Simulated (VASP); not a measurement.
Output of a VASP run:

OUTCAR:
```
 ion  position               nearest neighbor table
   1  0.000  0.000  0.000-   2 2.87   2 2.87   2 2.87   2 2.87
   2  0.250  0.250  0.250-   1 2.87   1 2.87   1 2.87   1 2.87
  LATTYP: Found a face centered cubic cell.
 ALAT       =     6.6248700128
 Subroutine PRICEL returns:
 Original cell was already a primitive cell.
 Subroutine GETGRP returns: Found 24 space group operations
The static configuration has the point symmetry T_d .
The dynamic configuration has the point symmetry T_d .
 Subroutine INISYM returns: Found 24 space group operations
 Subroutine IBZKPT returns following result:
 Found     16 irreducible k-points:

 Following reciprocal coordinates:
            Coordinates               Weight
  0.000000  0.000000  0.000000      1.000000
  0.166667  0.000000  0.000000      8.000000
  0.333333  0.000000  0.000000      8.000000
  0.500000  0.000000  0.000000      4.000000
  0.166667  0.166667  0.000000      6.000000
  0.333333  0.166667  0.000000     24.000000
  0.500000  0.166667  0.000000     24.000000
 -0.333333  0.166667  0.000000     24.000000
 -0.166667  0.166667  0.000000     12.000000
  0.333333  0.333333  0.000000      6.000000
  0.500000  0.333333  0.000000     24.000000
 -0.333333  0.333333  0.000000     12.000000
  0.500000  0.500000  0.000000      3.000000
  0.500000  0.333333  0.166667     24.000000
 -0.333333  0.333333  0.166667     24.000000
 -0.333333  0.500000  0.166667     12.000000
   k-points           NKPTS =     16   k-points in BZ     NKDIM =     16   number of bands    NBANDS=     13
   number of dos      NEDOS =    301   number of ions     NIONS =      2
   total plane-waves  NPLWV =  46656
   dimension x,y,z NGX =    36 NGY =   36 NGZ =   36
   dimension x,y,z NGXF=    72 NGYF=   72 NGZF=   72
   ions per type =               1   1
   PREC   = accura    normal or accurate (medium, high low for compatibility)
   ISTART =      0    job   : 0-new  1-cont  2-samecut
   ICHARG =      2    charge: 1-file 2-atom 10-const
   ISPIN  =      1    spin polarized calculation?
   LNONCOLLINEAR =      F non collinear calculations
   LSORBIT =      F    spin-orbit coupling
   INIWAV =      1    electr: 0-lowe 1-rand  2-diag
   ENCUT  =  520.0 eV  38.22 Ry    6.18 a.u.   8.71  8.71  8.71*2*pi/ulx,y,z
   NELM   =    100;   NELMIN=  2; NELMDL= -5     # of ELM steps
   EDIFF  = 0.1E-05   stopping-criterion for ELM
   LREAL  =      F    real-space projection
   NLSPLINE    = F    spline interpolate recip. space projectors
   LMAXMIX     =    4 max onsite mixed and CHGCAR
   VOSKOWN=      0    Vosko Wilk Nusair interpolation
   EDIFFG = 0.1E-04   stopping-criterion for IOM
   NSW    =      0    number of steps for IOM
   NBLOCK =      1;   KBLOCK =      1    inner block; outer block
   IBRION =     -1    ionic relax: 0-MD 1-quasi-New 2-CG
   NFREE  =      0    steps in history (QN), initial steepest desc. (CG)
   ISIF   =      2    stress and relaxation
   ISYM   =      2    0-nonsym 1-usesym 2-fastsym
   TEIN   =    0.0    initial temperature
   TEBEG  =    0.0;   TEEND  =   0.0 temperature during run
   SMASS  =  -3.00    Nose mass-parameter (am)
   PSTRESS=    0.0 pullay stress
   NELECT =      18.0000    total number of electrons
   EFERMI =   0.00;   METHOD = LEGACY
   ISMEAR =     0;   SIGMA  =   0.05  broadening in eV -4-tet -1-fermi 0-gaus
   IALGO  =     38    algorithm
   LDIAG  =      T    sub-space diagonalisation (order eigenvalues)
   IMIX   =      4    mixing-type and parameters
     AMIX     =   0.40;   BMIX     =  1.00
     AMIX_MAG =   1.60;   BMIX_MAG =  1.00
     AMIN     =   0.10
   GGA     = PE    functional components
   VOSKOWN =     0    Vosko Wilk Nusair interpolation
   LHFCALC =     F    Hartree Fock is set to
   LHFONE  =     F    Hartree Fock one center treatment
   AEXX    =    0.0000 exact exchange contribution
   IVDW    =     0    specifies the selected vdW correction
   LEPSILON=     F    determine dielectric tensor
   LRPA    =     F    only Hartree local field effects (RPA)
...
```

OSZICAR:
```
       N       E                     dE             d eps       ncg     rms          rms(c)
DAV:   1     0.986973560112E+02    0.98697E+02   -0.82171E+03   424   0.117E+03
DAV:   2    -0.100796442908E+01   -0.99705E+02   -0.95960E+02   471   0.271E+02
DAV:   3    -0.500274755502E+01   -0.39948E+01   -0.39816E+01   496   0.565E+01
DAV:   4    -0.504366423477E+01   -0.40917E-01   -0.40913E-01   591   0.503E+00
DAV:   5    -0.504392882860E+01   -0.26459E-03   -0.26459E-03   496   0.318E-01    0.508E+00
DAV:   6    -0.482079585841E+01    0.22313E+00   -0.46877E-01   466   0.858E+00    0.420E+00
DAV:   7    -0.480579164028E+01    0.15004E-01   -0.11570E-01   461   0.246E+00    0.166E+00
DAV:   8    -0.480666540842E+01   -0.87377E-03   -0.99237E-03   446   0.136E+00    0.477E-01
DAV:   9    -0.480702231857E+01   -0.35691E-03   -0.10057E-03   471   0.358E-01    0.103E-01
DAV:  10    -0.480709276450E+01   -0.70446E-04   -0.12709E-04   451   0.118E-01    0.518E-02
DAV:  11    -0.480713880051E+01   -0.46036E-04   -0.87909E-05   434   0.640E-02    0.347E-02
DAV:  12    -0.480713767433E+01    0.11262E-05   -0.33929E-06   491   0.160E-02    0.196E-02
DAV:  13    -0.480713754607E+01    0.12826E-06   -0.61782E-07   318   0.441E-03
   1 F= -.48071375E+01 E0= -.48071375E+01  d E =-.319399E-11
```

File OUTCAR:
```
------------------------ aborting loop because EDIFF is reached ----------------------------------------
  FORCE on cell =-STRESS in cart. coord.  units (eV):
  Direction    XX          YY          ZZ          XY          YZ          ZX
  --------------------------------------------------------------------------------------
  Total        0.0059724      0.0059724      0.0059724      0.0000000      0.0000000     -0.0000000
  in kB        0.1316390      0.1316390      0.1316390      0.0000000      0.0000000     -0.0000000
  external PRESSURE =       0.1316390 kB  Pullay stress =       0.0000000 kB
  volume of cell :       72.69
      direct lattice vectors                 reciprocal lattice vectors
     0.000000000  3.312435006  3.312435006    -0.150946358  0.150946358  0.150946358
     3.312435006  0.000000000  3.312435006     0.150946358 -0.150946358  0.150946358
     3.312435006  3.312435006  0.000000000     0.150946358  0.150946358 -0.150946358
  FREE ENERGIE OF THE ION-ELECTRON SYSTEM (eV)
  ---------------------------------------------------
  free  energy   TOTEN  =        -4.8071375461 eV

  energy  without entropy=       -4.8071375461  energy(sigma->0) =       -4.80713755
```
(Selected blocks of OUTCAR.)

### POSCAR
```
CdTe
1
    0.0000000000     3.3124350064     3.3124350064
    3.3124350064     0.0000000000     3.3124350064
    3.3124350064     3.3124350064     0.0000000000
Cd Te
1 1
Direct
  0.0000000000   0.0000000000   0.0000000000
  0.2500000000   0.2500000000   0.2500000000
```

Problem. Write an INCAR and KPOINTS that could have produced this output.

Solution. Several could match; the one computed here: the input of the run itself, PBE GGA, plane waves, VASP's PBE PAW potentials (set 64).

### INCAR
```
SYSTEM = CdTe
PREC = Accurate; ENCUT = 520; LREAL = .FALSE.
LASPH = .TRUE.
EDIFF = 1E-6; NELM = 100; ALGO = Normal
LMAXMIX = 4
ISMEAR = 0; SIGMA = 0.05
GGA = PE
LWAVE = .FALSE.; LCHARG = .TRUE.
```

**KPOINTS**
```
Regular mesh
0
gamma
 6 6 6
```

POTCAR, in this order: Cd Te (PBE.64 set). Program: vasp_std.

The compound is CdTe in the zinc blende structure. It was relaxed first, which changed the volume by +7 %.
